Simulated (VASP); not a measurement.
Given:

```xyz
2
Lattice="0.0000 2.7176 2.7176 2.7176 0.0000 2.7176 2.7176 2.7176 0.0000" Properties=species:S:1:pos:R:3 pbc="T T T"
Al     0.0000     0.0000     0.0000
P      1.3588     1.3588     1.3588
```

Level of theory: LDA (Ceperley-Alder, Perdew-Zunger), VASP's LDA PAW potentials (set 64) (plane waves; VASP). Numerical set-up: 400 eV cut-off, 8×8×8 Γ-centred mesh, Gaussian smearing of 0.010 eV, potentials Al P.

Task: Give the electronic dielectric tensor ε∞ (DFPT, local fields included).

Result: 
```
8.59  0.00  0.00
0.00  8.59  0.00
0.00  0.00  8.59
```

Task: Give the Born effective charges.

Result: 
```json
[
 {"atom": "Al1", "Z*xx": "2.23", "Z*yy": "2.23", "Z*zz": "2.23", "mean": "2.23"},
 {"atom": "P2", "Z*xx": "-2.23", "Z*yy": "-2.23", "Z*zz": "-2.23", "mean": "-2.23"}
]
```

The compound is AlP in the zinc blende structure. It was relaxed first.
